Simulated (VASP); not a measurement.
# TaPbO4: relaxation of cell and atoms with PBE

TaPbO4:

```
Ta Pb O
1.0
    -2.68300    2.68300    5.72500
     2.68300   -2.68300    5.72500
     2.68300    2.68300   -5.72500
Ta Pb O
2 2 8
Direct
  0.00000 0.00000 0.00000
  0.75000 0.25000 0.50000
  0.25000 0.75000 0.50000
  0.50000 0.50000 0.00000
  0.15017 0.73492 0.06452
  0.67040 0.08565 0.93548
  0.91435 0.84983 0.58475
  0.26508 0.32960 0.41525
  0.59983 0.51508 0.43548
  0.07960 0.16435 0.56452
  0.83565 0.40017 0.91525
  0.48492 0.92040 0.08475
```

The cell was built by a generator and needn't be a form met in nature.

| Property | Result |
| --- | --- |
| Program | VASP 6.6.1 |
| Task | relaxation of cell and atoms |
| Functional | PBE |
| Potentials or basis | VASP PAW PBE potentials, release 64 (Ta_pv, Pb_d, O) |
| Cutoff | 520 eV |
| k mesh | 8 × 8 × 8 |
| Occupations | gaussian, width 0.1 eV |
| Spin | no spin polarisation |
| Further INCAR settings | ALGO = Normal; EDIFF = 1e-06; IBRION = 2; EDIFFG = -0.01; NSW = 90; ISIF = 3 |

The relaxed volume is 13.68 Å³/atom, the relaxed cell is a = 6.854 Å, b = 6.854 Å, c = 6.854 Å, α = 133.94°, β = 133.94°, γ = 67.18° and the space group after relaxing (to 0.05 Å) is I4_1/a (No. 88). The energy gained by relaxing is 0.1 meV/atom. The ionic steps are 12, the pressure after relaxing is 0.0 GPa and the largest force after relaxing is 0.006 eV/Å. The band gap on the k mesh is none (metal or under the smearing width).

Forces on the atoms (eV/Å):
```
Ta   0.000  0.000  0.000
Ta   0.000  0.000  0.000
Pb   0.000  0.000  0.000
Pb   0.000  0.000  0.000
O   -0.003  0.005 -0.003
O    0.003 -0.005 -0.003
O   -0.005 -0.003  0.003
O    0.005  0.003  0.003
O    0.003 -0.005  0.003
O   -0.003  0.005  0.003
O    0.005  0.003 -0.003
O   -0.005 -0.003 -0.003
```

The path:
| step | energy change (eV) | largest force (eV/Å) | pressure (GPa) | volume (Å³) |
| --- | --- | --- | --- | --- |
| 1 | 0.0000 | 0.0336 | -0.38 | 164.85 |
| 2 | 0.0001 | 0.0912 | 0.51 | 164.07 |
| 3 | -0.0006 | 0.0398 | 0.06 | 164.47 |
| 4 | -0.0011 | 0.0188 | 0.02 | 164.33 |
| 5 | -0.0012 | 0.0168 | 0.01 | 164.27 |
| 6 | -0.0013 | 0.0153 | -0.01 | 164.27 |
| 7 | -0.0016 | 0.0124 | -0.07 | 164.28 |
| 8 | -0.0017 | 0.0191 | -0.19 | 164.30 |
| 9 | -0.0017 | 0.0155 | -0.15 | 164.29 |
| 10 | -0.0017 | 0.0068 | -0.11 | 164.24 |
| 11 | -0.0018 | 0.0101 | 0.01 | 164.14 |
| 12 | -0.0018 | 0.0062 | 0.00 | 164.16 |

Final structure:
```cif
data_structure
_symmetry_space_group_name_H-M 'P 1'
_symmetry_Int_Tables_number 1
_cell_length_a 6.8535
_cell_length_b 6.8535
_cell_length_c 6.8535
_cell_angle_alpha 133.940
_cell_angle_beta 133.940
_cell_angle_gamma 67.181
_cell_volume 164.16
loop_
_atom_site_label
_atom_site_type_symbol
_atom_site_fract_x
_atom_site_fract_y
_atom_site_fract_z
_atom_site_occupancy
Ta1 Ta 0.00000 0.00000 0.00000 1
Ta2 Ta 0.75000 0.25000 0.50000 1
Pb1 Pb 0.25000 0.75000 0.50000 1
Pb2 Pb 0.50000 0.50000 0.00000 1
O1 O 0.14968 0.73318 0.06209 1
O2 O 0.67109 0.08759 0.93791 1
O3 O 0.91241 0.85032 0.58349 1
O4 O 0.26682 0.32891 0.41651 1
O5 O 0.60032 0.51682 0.43791 1
O6 O 0.07891 0.16241 0.56209 1
O7 O 0.83759 0.39968 0.91651 1
O8 O 0.48318 0.92109 0.08349 1
```

Levels at points of the mesh, in eV from the Fermi level:
| k point | band 45 | band 46 | band 47 | band 48 | band 49 | band 50 | band 51 | band 52 | band 53 | band 54 |
| --- | --- | --- | --- | --- | --- | --- | --- | --- | --- | --- |
| (0.00, 0.00, 0.00) | -1.35 | -1.32 | -0.90 | -0.90 | -0.73 | -0.55 | 4.05 | 4.21 | 4.49 | 4.85 |
| (0.50, 0.00, 0.00) | -1.70 | -1.42 | -1.28 | -1.16 | -0.25 | 0.38 | 3.64 | 3.96 | 4.46 | 4.46 |
| (0.50, 0.50, 0.00) | -1.60 | -1.60 | -1.41 | -1.41 | 0.60 | 0.60 | 4.08 | 4.08 | 4.23 | 4.23 |
| (0.50, 0.50, 0.50) | -1.21 | -1.21 | -0.89 | -0.89 | -0.87 | -0.87 | 4.36 | 4.36 | 4.59 | 4.59 |

Run time: 13 min on 8 MPI ranks on AMD EPYC 9R45 (Zen 5) (shared host), peak memory 0.85 GiB a rank.

Spin-orbit coupling is left out, which matters for the levels of Pb, Ta.
